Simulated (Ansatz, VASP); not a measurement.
# Ta (generalised stacking fault on (110) of Ta) in two plane-wave programs, part 2 of 2

Aim: how closely do two programs agree when they are given the same cell, functional and k mesh? The cell is taken from a series of runs on this material, whose earlier steps may have relaxed, scaled, displaced or heated it; both programs get it as it stands.

VASP 6.6.1 and Ansatz 0.2.0.

So far. Step 2 (VASP: single point, PBE, pair 1): The run ends at a pressure of 0.69 GPa, with forces up to 0.38 eV/Å.

### 5. VASP: single point, PBE, pair 2

Level of this step: PBE; plane waves and PAW (Ta_pv) (VASP).

A single point gives forces, pressure and levels at one fixed geometry, so differences don't come from the geometry; what else differs is listed under the comparison.

Input file INCAR:

```
SYSTEM = Ta
PREC = Accurate
ENCUT = 400
EDIFF = 1E-06
NELM = 120
ISMEAR = -1
SIGMA = 0.1
LREAL = .FALSE.
ALGO = Normal
GGA = PE
NBANDS = 81
LASPH = .TRUE.
LORBIT = 11
LWAVE = .FALSE.
LCHARG = .FALSE.
ISIF = 2
GGA_COMPAT = .FALSE.
KPAR = 2
```

Input file POSCAR:

```
Ta
1.0
    2.8752000000      0.0000000000      0.0000000000
   -0.9584000000      2.7107700000      0.0000000000
    2.1564000000      0.0000000000     28.1711300000
Ta
12
Direct
    0.8657300000      0.0000000000      0.1790300000
    0.3036300000      0.5000000000      0.2618200000
    0.7415100000      0.0000000000      0.3446400000
    0.1790500000      0.5000000000      0.4279300000
    0.6166800000      0.0000000000      0.5110900000
    0.0543300000      0.5000000000      0.5942300000
    0.4919300000      0.0000000000      0.6774100000
    0.9295800000      0.5000000000      0.7605500000
    0.3672100000      0.0000000000      0.8437100000
    0.8047500000      0.5000000000      0.9270000000
    0.2426300000      0.0000000000      0.0098200000
    0.6805300000      0.5000000000      0.0926100000
```

Input file KPOINTS:

```
Automatic mesh
0
Gamma
14 14 1
0 0 0
```

Potentials, in the order of the species: Ta_pv (PBE family, release 64).

The run is started by

```
$ mpirun -np 2 vasp_std
```

Numbers of over 12 decimals in the logs are rounded to 6 here.

The log of the run:

```text
[... set-up lines as in an earlier step ...]
 entering main loop
       N       E                     dE             d eps       ncg     rms          rms(c)
DAV:   1     0.128676764424E+04    0.12868E+04   -0.62675E+04 16216   0.142E+03
DAV:   2    -0.778477627962E+02   -0.13646E+04   -0.13261E+04 17384   0.467E+02
DAV:   3    -0.145283904158E+03   -0.67436E+02   -0.63599E+02 20141   0.905E+01
DAV:   4    -0.147400673954E+03   -0.21168E+01   -0.20677E+01 19248   0.140E+01
[...]
DAV:  26    -0.141802962911E+03    0.78551E-05   -0.12268E-05 13728   0.190E-02    0.129E-02
DAV:  27    -0.141802961024E+03    0.18871E-05   -0.17273E-05 16688   0.213E-02    0.392E-03
DAV:  28    -0.141802960966E+03    0.58317E-07   -0.23552E-06 12960   0.659E-03
   1 F= -.14180296E+03 E0= -.14155742E+03  d E =-.491088E+00
```

From OUTCAR (step 5):

```text
  Total        0.0701741      0.8078645      1.2716207     -0.4285300     -0.0082291      0.6440779
  in kB        0.5120619      5.8950042      9.2790424     -3.1269925     -0.0600477      4.6998498
  external PRESSURE =       5.2287028 kB  Pullay stress =       0.0000000 kB

 POSITION                                       TOTAL-FORCE (eV/Angst)
 -----------------------------------------------------------------------------------
      2.87521      0.00000      5.04348         0.435560      0.249831      0.008412
      0.95839      1.35539      7.37577        -0.074812     -0.107977      0.001833
      2.87517      0.00000      9.70890         0.004223      0.029765      0.001549
      0.95839      1.35539     12.05527         0.009619     -0.008130      0.001830
      2.87519      0.00000     14.39798        -0.000579     -0.000379     -0.002250
      0.95841      1.35539     16.74013         0.000944      0.003195      0.004986
      2.87516      0.00000     19.08341        -0.000944     -0.003195     -0.004986
      3.83358      1.35539     21.42555         0.000579      0.000379      0.002250
      2.87518      0.00000     23.76826        -0.009619      0.008130     -0.001830
      3.83360      1.35539     26.11464        -0.004223     -0.029765     -0.001549
      0.71879      0.00000      0.27664         0.074812      0.107977     -0.001833
      1.67716      1.35539      2.60893        -0.435560     -0.249831     -0.008412
 -----------------------------------------------------------------------------------
    total drift:                                0.000004     -0.000001      0.000028

  FREE ENERGIE OF THE ION-ELECTRON SYSTEM (eV)
  ---------------------------------------------------
  free  energy   TOTEN  =      -141.8029609658 eV

  energy  without entropy=     -141.3118729095  energy(sigma->0) =     -141.55741694

[... 1 part as in an earlier step ...]

[... 2 further parts left out ...]
[key lines of the parts left out:]
E-fermi :   5.3981
```

The run ends at a pressure of 0.52 GPa, with forces up to 0.50 eV/Å.

### 6. Ansatz: single point, PBE, pair 2

The same cell, functional, mesh and smearing now go to Ansatz, which takes its cutoff from its data sets.

The cell is taken from a series of runs on this material, whose earlier steps may have relaxed, scaled, displaced or heated it; both programs get it as it stands.

Input file input.yaml:

```yaml
crystal:
  lattice:
    - [2.8752, 0.0, 0.0]
    - [-0.9584, 2.71077, 0.0]
    - [2.1564, 0.0, 28.17113]
  atoms:
    - { symbol: Ta, position: [0.86573, 0.0, 0.17903] }
    - { symbol: Ta, position: [0.30363, 0.5, 0.26182] }
    - { symbol: Ta, position: [0.74151, 0.0, 0.34464] }
    - { symbol: Ta, position: [0.17905, 0.5, 0.42793] }
    - { symbol: Ta, position: [0.61668, 0.0, 0.51109] }
    - { symbol: Ta, position: [0.05433, 0.5, 0.59423] }
    - { symbol: Ta, position: [0.49193, 0.0, 0.67741] }
    - { symbol: Ta, position: [0.92958, 0.5, 0.76055] }
    - { symbol: Ta, position: [0.36721, 0.0, 0.84371] }
    - { symbol: Ta, position: [0.80475, 0.5, 0.927] }
    - { symbol: Ta, position: [0.24263, 0.0, 0.00982] }
    - { symbol: Ta, position: [0.68053, 0.5, 0.09261] }
kpoints:
  mp_grid: { grid: [14, 14, 1] }
hamiltonian:
  xc: pbe
scf:
  occupations: { method: fermi_dirac, width: 0.1 }
output:
  forces: true
```

The run is started by

```
$ ansatz run input.yaml --threads 6 --pin off --max-ram 102400MiB --backend cuda --events-out ev --progress --plain --runs-dir out
```

The log of the run:

```text
[...]
GPU FFT provider: cuFFT
GPU libraries: cuBLAS 13.8.2, cuFFT 12.4.0, cuSOLVER 12.3.4
Crystal: 12 atoms, lattice volume = 219.566 Å³
Basis set: ecut = 420 eV, 4305 PW (Γ), exchange–correlation on 40×40×384 points (8 copies of the dense FFT grid, shifted against one another)
Bands: 94, of which v1, the nominal top of the filled ones, is band 78 counted from 1 (77 counted from 0)
Symmetry: 2 space group operations
[...]
atom   5  Ta    -0.00071131    -0.00040487    -0.00225270
  atom   6  Ta     0.00108706     0.00322353     0.00492625
  atom   7  Ta    -0.00108706    -0.00322353    -0.00492625
  atom   8  Ta     0.00071131     0.00040487     0.00225270
  atom   9  Ta    -0.00977002     0.00802123    -0.00160526
  atom  10  Ta    -0.00416581    -0.02975850    -0.00158262
  atom  11  Ta     0.07476287     0.10844677    -0.00238706
  atom  12  Ta    -0.43736471    -0.24956607    -0.00822522
  max |Σ_I F_I| component: 1.73e-18 eV/Å
[key lines of the parts left out:]
SCF converged after 6 iterations
Free energy (F): -119187.063044 eV
Fermi energy:    18.349047 eV
```

### 7. Comparison

What differs besides the data sets and the points named for the pairs above, as far as they apply: the data sets hold 156 valence electrons in Ansatz (on its default PAW (the set named soft_2) files) and 132 in VASP. Total energies have different zeros and are not compared.

Forces on 7 of the 12 atoms, those with the largest forces and the largest differences (eV/Å; atoms numbered as in POSCAR):

```tsv
atom	Ansatz x, y, z	VASP x, y, z
Ta1	0.437, 0.250, 0.008	0.436, 0.250, 0.008
Ta2	-0.075, -0.108, 0.002	-0.075, -0.108, 0.002
Ta3	0.004, 0.030, 0.002	0.004, 0.030, 0.002
Ta9	-0.010, 0.008, -0.002	-0.010, 0.008, -0.002
Ta10	-0.004, -0.030, -0.002	-0.004, -0.030, -0.002
Ta11	0.075, 0.108, -0.002	0.075, 0.108, -0.002
Ta12	-0.437, -0.250, -0.008	-0.436, -0.250, -0.008
```

The forces differ by 0.5 meV/Å r.m.s., which is 0.4 % of the r.m.s. force of 0.123 eV/Å (both taken over all components).

### 8. Ansatz: single point, PBE, pair 3

With cell and atoms fixed, the geometry can't cause a difference; cores, projectors, grids and the points listed under the comparison can.

The cell is taken from a series of runs on this material, whose earlier steps may have relaxed, scaled, displaced or heated it; both programs get it as it stands.

Input file input.yaml:

```yaml
crystal:
  lattice:
    - [2.8752, 0.0, 0.0]
    - [-0.9584, 2.71077, 0.0]
    - [2.396, 0.0, 28.17113]
  atoms:
    - { symbol: Ta, position: [0.8514, 0.0, 0.17834] }
    - { symbol: Ta, position: [0.2823, 0.5, 0.26125] }
    - { symbol: Ta, position: [0.71305, 0.0, 0.34432] }
    - { symbol: Ta, position: [0.14362, 0.5, 0.42767] }
    - { symbol: Ta, position: [0.57423, 0.0, 0.51093] }
    - { symbol: Ta, position: [0.00486, 0.5, 0.59418] }
    - { symbol: Ta, position: [0.43545, 0.0, 0.67746] }
    - { symbol: Ta, position: [0.86607, 0.5, 0.76071] }
    - { symbol: Ta, position: [0.29668, 0.0, 0.84397] }
    - { symbol: Ta, position: [0.72725, 0.5, 0.92732] }
    - { symbol: Ta, position: [0.158, 0.0, 0.01039] }
    - { symbol: Ta, position: [0.5889, 0.5, 0.0933] }
kpoints:
  mp_grid: { grid: [14, 14, 1] }
hamiltonian:
  xc: pbe
scf:
  occupations: { method: fermi_dirac, width: 0.1 }
output:
  forces: true
```

The log of the run:

```text
Warning: the atoms were moved onto the symmetric positions of the space group found under crystal.symmetry.tolerance 1.0e-5 (fractional; no operation is sought that the atoms, as they stand in a round, miss by more than twice it, and no atom is moved by as much as it), and the run uses the moved positions. Before a round's move an operation carried an atom to 2.40e-5 Å from where it should land, the largest such dist [...]
[...]
atom   5  Ta    -0.00021502    -0.00062406    -0.00147110
  atom   6  Ta     0.00045591     0.00205007     0.00323133
  atom   7  Ta    -0.00045591    -0.00205007    -0.00323133
  atom   8  Ta     0.00021502     0.00062406     0.00147110
  atom   9  Ta    -0.01072900     0.00678123    -0.00006783
  atom  10  Ta    -0.00502556    -0.02693885    -0.00105481
  atom  11  Ta     0.07767325     0.09150548    -0.00175364
  atom  12  Ta    -0.47125019    -0.22080559    -0.01796942
  max |Σ_I F_I| component: 0.00e0 eV/Å
[key lines of the parts left out:]
SCF converged after 6 iterations
Free energy (F): -119187.157365 eV
Fermi energy:    18.340885 eV
```

### 9. VASP: single point, PBE, pair 3

The same cell, functional, mesh and smearing now go to VASP, with its own data sets.

INCAR is that of step 5.

Input file POSCAR:

```
Ta
1.0
    2.8752000000      0.0000000000      0.0000000000
   -0.9584000000      2.7107700000      0.0000000000
    2.3960000000      0.0000000000     28.1711300000
Ta
12
Direct
    0.8514000000      0.0000000000      0.1783400000
    0.2823000000      0.5000000000      0.2612500000
    0.7130500000      0.0000000000      0.3443200000
    0.1436200000      0.5000000000      0.4276700000
    0.5742300000      0.0000000000      0.5109300000
    0.0048550000      0.5000000000      0.5941800000
    0.4354450000      0.0000000000      0.6774600000
    0.8660700000      0.5000000000      0.7607100000
    0.2966800000      0.0000000000      0.8439700000
    0.7272500000      0.5000000000      0.9273200000
    0.1580000000      0.0000000000      0.0103900000
    0.5889000000      0.5000000000      0.0933000000
```

KPOINTS is that of step 5.

The run is started by

```
$ mpirun -np 2 vasp_std
```

The log of the run:

```text
[... set-up lines as in an earlier step ...]
 entering main loop
       N       E                     dE             d eps       ncg     rms          rms(c)
DAV:   1     0.128404818770E+04    0.12840E+04   -0.62459E+04 16216   0.141E+03
DAV:   2    -0.785095618472E+02   -0.13626E+04   -0.13240E+04 17348   0.466E+02
DAV:   3    -0.145462058985E+03   -0.66952E+02   -0.63144E+02 20257   0.902E+01
DAV:   4    -0.147483106083E+03   -0.20210E+01   -0.19726E+01 19128   0.137E+01
[...]
DAV:  25    -0.141896933451E+03    0.70412E-05   -0.83054E-06 16520   0.121E-02    0.179E-02
DAV:  26    -0.141896924568E+03    0.88827E-05   -0.15846E-05 13504   0.179E-02    0.784E-03
DAV:  27    -0.141896924373E+03    0.19522E-06   -0.29451E-06 13664   0.727E-03
   1 F= -.14189692E+03 E0= -.14164769E+03  d E =-.498469E+00
```

Parts of OUTCAR (step 9):

```text
  Total       -0.0481944      0.6252867      0.7906442     -0.2265127     -0.0032049      0.7058803
  in kB       -0.3516754      4.5627302      5.7693469     -1.6528679     -0.0233860      5.1508235
  external PRESSURE =       3.3268006 kB  Pullay stress =       0.0000000 kB

 POSITION                                       TOTAL-FORCE (eV/Angst)
 -----------------------------------------------------------------------------------
      2.87525      0.00000      5.02404         0.470575      0.220690      0.018159
      0.95842      1.35539      7.35971        -0.077764     -0.091033      0.000933
      2.87515      0.00000      9.69988         0.004949      0.026912      0.000415
      0.95843      1.35539     12.04795         0.010721     -0.006866     -0.000285
      2.87521      0.00000     14.39348        -0.000135     -0.000634     -0.001575
      0.95841      1.35539     16.73872         0.000435      0.002056      0.003261
      2.87519      0.00000     19.08481        -0.000435     -0.002056     -0.003261
      3.83359      1.35539     21.43006         0.000135      0.000634      0.001575
      2.87517      0.00000     23.77559        -0.010721      0.006866      0.000285
      3.83365      1.35539     26.12365        -0.004949     -0.026912     -0.000415
      0.47918      0.00000      0.29270         0.077764      0.091033     -0.000933
      1.43755      1.35539      2.62837        -0.470575     -0.220690     -0.018159
 -----------------------------------------------------------------------------------
    total drift:                               -0.000002     -0.000008      0.000114

  FREE ENERGIE OF THE ION-ELECTRON SYSTEM (eV)
  ---------------------------------------------------
  free  energy   TOTEN  =      -141.8969243732 eV

  energy  without entropy=     -141.3984552969  energy(sigma->0) =     -141.64768984

[... 1 part as in an earlier step ...]

[... 2 further parts left out ...]
[key lines of the parts left out:]
E-fermi :   5.3898
```

The run ends at a pressure of 0.33 GPa, with forces up to 0.52 eV/Å.

### 10. Differences

What differs besides the data sets and the points named for the pairs above, as far as they apply: the data sets hold 156 valence electrons in Ansatz (on its default PAW (the set named soft_2) files) and 132 in VASP. Total energies have different zeros and are not compared.

Forces on 7 of the 12 atoms, those with the largest forces and the largest differences (eV/Å; atoms numbered as in POSCAR):

```tsv
atom	Ansatz x, y, z	VASP x, y, z
Ta1	0.471, 0.221, 0.018	0.471, 0.221, 0.018
Ta2	-0.078, -0.092, 0.002	-0.078, -0.091, 0.001
Ta3	0.005, 0.027, 0.001	0.005, 0.027, 0.000
Ta9	-0.011, 0.007, 0.000	-0.011, 0.007, 0.000
Ta10	-0.005, -0.027, -0.001	-0.005, -0.027, 0.000
Ta11	0.078, 0.092, -0.002	0.078, 0.091, -0.001
Ta12	-0.471, -0.221, -0.018	-0.471, -0.221, -0.018
```

The forces differ by 0.3 meV/Å r.m.s., which is 0.3 % of the r.m.s. force of 0.126 eV/Å (both taken over all components).

### 11. Summary of results

| Item | Value |
| --- | --- |
| r.m.s. force difference (single point, PBE, pair 1) | 0.57 meV/Å |
| r.m.s. force difference (single point, PBE, pair 2) | 0.47 meV/Å |
| r.m.s. force difference (single point, PBE, pair 3) | 0.33 meV/Å |

The r.m.s. force difference is 0.57 meV/Å (single point, PBE, pair 1), within the 12 meV/Å picked in this series as the mark of a large difference. The data sets hold unlike numbers of valence electrons (156 in Ansatz and 132 in VASP), so part of the differences comes from the potentials. How closely two codes agree says nothing of how well the functional describes the real material.

[Lines on the potential files, build, host, timing and source positions are cut from VASP's logs without a mark.]

[Logs are printed without paths, hosts, clocks, repeated set-up lines and the standing remarks that a program may print on its own settings, such as how far it seeks lower states.]

[Hosts, paths, dates, database ids (printed as entryN), source tags and the programs' standing remarks are cut or masked in the printed files.]
